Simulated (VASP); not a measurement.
A run of VASP 6.6.1 is set up as follows.

The input INCAR:

```
SYSTEM = CsCd4Se3
PREC     = Accurate       ! precision mode
ENCUT    = 520            ! plane-wave cutoff, eV
EDIFF    = 1E-6           ! SCF threshold, eV
ISMEAR   = -1             ! smearing method
SIGMA    = 0.1            ! smearing width, eV
LREAL    = .FALSE.        ! projectors in reciprocal space
LASPH    = .TRUE.         ! aspherical terms in the spheres
NELM     = 60             ! most SCF steps
ALGO     = Fast           ! electronic algorithm
ISIF     = 2              ! what is computed and relaxed
LWAVE    = .FALSE.        ! write WAVECAR
LCHARG   = .FALSE.        ! write CHGCAR
GGA      = PE             ! functional
NBANDS   = 48             ! bands
```

The input KPOINTS:

```
regular mesh
0
G
  2 2 3
  0 0 0
```

File POSCAR:

```
CsCd4Se3
1.0
    7.0899010000     -1.0294130000     -0.3223780000
   -1.4277780000      6.8738690000      1.0500240000
    0.0869450000     -0.6318510000      5.4456050000
Cs Se Cd
1 3 4
Direct
    0.0113562899      0.7987962934      0.3710253937
    0.6535089252      0.4091963329      0.0824077270
    0.0607430369      0.4935730087      0.8926052686
    0.2470502074      0.3694306614      0.2673466935
    0.5080512116      0.5825296139      0.6579236757
    0.7184800364      0.0402763687      0.0078369627
    0.5594311640      0.0223146775      0.5061801862
    0.2839570468      0.1466941736      0.8555220406
```

Potentials or basis: VASP PAW PBE potentials, release 64 (Cs_sv, Se, Cd).

Launch:

```console
$ cat potpaw_PBE.64/Cs_sv/POTCAR potpaw_PBE.64/Se/POTCAR potpaw_PBE.64/Cd/POTCAR > POTCAR
$ mpirun -np 1 vasp_std > vasp.out
```

Predict the pressure.

-0.4 GPa.

Estimate the band gap on the k mesh.

none (metal or under the smearing width).

Predict the largest force.

0.573 eV/Å.

Stress tensor (GPa, compression positive):
```
-0.67  0.44  0.94
 0.44  0.34  0.34
 0.94  0.34 -0.88
```

Caveat: the k mesh is coarse (spacing up to 0.47 Å⁻¹), so the values aren't converged. Spin-orbit coupling is left out, which matters for the levels of Cs.
